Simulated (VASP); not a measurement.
Here is the system:

```
CELL_PARAMETERS angstrom
      0.00000     3.44760     3.44760
      3.44760     0.00000     3.44760
      3.44760     3.44760     0.00000
ATOMIC_POSITIONS crystal
  Mg 0.25000 0.25000 0.25000
  Mg 0.75000 0.75000 0.75000
  Sn 0.00000 0.00000 0.00000
```

Level of theory: PBE GGA, VASP's PBE PAW potentials (set 64) (plane waves; VASP). Numerical set-up: 400 eV cut-off, 5×5×5 Γ-centred mesh, tetrahedra, potentials Mg Sn_d.

Unless said otherwise, spin-orbit coupling is left out, though it shifts the bands of the heavy elements here.

### Question
Predict the energy per atom (σ→0), pressure, band gap (on the k-mesh) with the smallest direct gap where there is one.

### Answer

The band gap (on the k-mesh) comes out as none (metal, semimetal or under 0.01 eV). The energy per atom (σ→0) comes out as -2.447 eV/atom. The pressure is -1.57 GPa.

Only differences to runs with the same potentials and settings are physical.

The compound is Mg2Sn in the antifluorite structure. The cell was not relaxed at this level. The k-mesh is coarse (spacing up to 0.32 per Å, 2π included), so the numbers may not be converged in it. The run is one of a series of settings (ISMEAR = -4, SIGMA removed against the base run), some of them coarse on purpose.
